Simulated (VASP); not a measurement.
Here is the system:

```
CELL_PARAMETERS angstrom
      0.00000     2.54500     2.54500
      2.54500     0.00000     2.54500
      2.54500     2.54500     0.00000
ATOMIC_POSITIONS crystal
  Zr 0.00000 0.00000 0.00000
  O  0.25000 0.25000 0.25000
  O  0.75000 0.75000 0.75000
```

The numbers are results of PBE GGA, VASP's PBE PAW potentials (set 64) (plane waves; VASP), not measurements. Numerical set-up: 520 eV cut-off, 7×7×7 Γ-centred mesh, Gaussian smearing of 0.050 eV, potentials Zr_sv O.

Question: Estimate the energy per atom (σ→0), pressure.

Answer: 
```yaml
energy per atom (σ→0): -9.520 eV/atom
pressure: 4.01 GPa
```

The absolute energy has meaning only against runs of the same code, potentials and settings.

The compound is ZrO2 in the fluorite structure, the high-temperature cubic form, which is unstable at 0 K; the monoclinic form is the stable one. The cell was not relaxed at this level.
